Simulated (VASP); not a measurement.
The system is SrZr2O3.

```
Sr Zr O
1.0
     3.35000    0.00000    0.00000
    -1.67500    2.90119    0.00000
     0.00000    0.00000    8.95000
Sr Zr O
1 2 3
Direct
  0.00000 0.00000 0.00000
  0.66667 0.33333 0.64500
  0.66667 0.33333 0.35500
  0.00000 0.00000 0.50000
  0.33333 0.66667 0.18000
  0.33333 0.66667 0.82000
```

The cell was built by a generator and needn't be a form met in nature.

- Program: VASP 6.6.1
- Task: relaxation of cell and atoms
- Functional: PBE
- Potentials or basis: VASP PAW PBE potentials, release 64 (Sr_sv, Zr_sv, O)
- Cutoff: 520 eV
- k mesh: 5 × 5 × 2
- Occupations: gaussian, width 0.15 eV
- Spin: no spin polarisation

At the start: pressure -5.0 GPa; volume 14.50 Å³/atom.

Task: Where does the relaxation end?

Result: Over 11 steps the energy falls by 152.3 meV/atom and the volume is 13.47 Å³/atom (-7.1 %); space group P-6m2 (No. 187, to 0.05 Å).

Step by step:
```tsv
step	energy change (eV)	largest force (eV/Å)	pressure (GPa)	volume (Å³)
1	0.0000	4.0075	-5.01	86.98
2	-0.8974	0.1786	-0.30	81.37
3	-0.8983	0.1238	-0.52	81.52
4	-0.9047	0.1135	0.15	80.98
5	-0.9066	0.1118	1.48	80.18
6	-0.9071	0.1076	1.25	80.41
7	-0.9100	0.1103	0.75	80.52
8	-0.9117	0.1648	-0.13	80.79
9	-0.9122	0.1492	0.07	80.72
10	-0.9130	0.0939	-0.03	80.76
11	-0.9137	0.0288	-0.15	80.83
```

Final structure:
```
Sr Zr O
1.0
     3.20621    0.00000    0.00000
    -1.60310    2.77666    0.00000
     0.00000    0.00000    9.07930
Sr Zr O
1 2 3
Direct
  0.00000 0.00000 0.00000
  0.66667 0.33333 0.66672
  0.66667 0.33333 0.33328
  0.00000 0.00000 0.50000
  0.33333 0.66667 0.18402
  0.33333 0.66667 0.81598
```

Caveat: the k mesh is coarse (spacing up to 0.43 Å⁻¹), so the values aren't converged.
